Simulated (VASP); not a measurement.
Crystal: Mg3CdSe2O2.

```
Mg Cd Se O
1.0
     3.75000    0.00000    0.00000
     0.00000    3.75000    0.00000
     0.00000    0.00000   10.10000
Mg Cd Se O
3 1 2 2
Direct
  0.00000 0.00000 0.00000
  0.50000 0.50000 0.83000
  0.50000 0.50000 0.17000
  0.00000 0.00000 0.50000
  0.50000 0.00000 0.67000
  0.00000 0.50000 0.33000
  0.50000 0.00000 0.08500
  0.00000 0.50000 0.91500
```

The cell was built by a generator and needn't be a form met in nature.

* Program: VASP 6.6.1
* Task: relaxation of cell and atoms
* Functional: PBE
* Potentials or basis: VASP PAW PBE potentials, release 64 (Mg, Cd, Se, O)
* Cutoff: 520 eV
* k mesh: 4 × 4 × 2
* Occupations: gaussian, width 0.15 eV
* Spin: no spin polarisation

At the start: pressure 4.8 GPa; volume 17.75 Å³/atom.

Question: Where does the relaxation end?

Answer: Over 13 steps the energy falls by 42.4 meV/atom and the volume is 18.42 Å³/atom (+3.8 %); space group P-4m2 (No. 115, to 0.05 Å).

The path:
```
step  energy change (eV)  largest force (eV/Å)  pressure (GPa)  volume (Å³)
   1              0.0000                0.6296            4.81       142.03
   2             -0.1577                0.4299           -1.29       153.27
   3             -0.1620                0.4467           -0.65       151.62
   4             -0.1620                0.4538           -0.51       151.43
   5             -0.1914                0.3596           -0.46       151.01
   6             -0.2537                0.4776           -0.12       149.74
   7             -0.2722                0.7923            1.12       147.17
   8             -0.2808                0.6951            0.65       148.10
   9             -0.3018                0.5623            0.39       148.34
  10             -0.3332                0.1886           -0.18       149.07
  11             -0.3335                0.1789           -0.29       149.14
  12             -0.3367                0.1444           -0.19       148.70
  13             -0.3392                0.0362            0.39       147.40
```

Final structure:
```
CELL_PARAMETERS angstrom
3.88698 0.00000 0.00000
0.00000 3.88698 0.00000
0.00000 0.00000 9.75594
ATOMIC_POSITIONS crystal
Mg 0.00000 0.00000 0.00000
Mg 0.50000 0.50000 0.84836
Mg 0.50000 0.50000 0.15164
Cd 0.00000 0.00000 0.50000
Se 0.50000 0.00000 0.68069
Se 0.00000 0.50000 0.31931
O 0.50000 0.00000 0.06121
O 0.00000 0.50000 0.93879
```
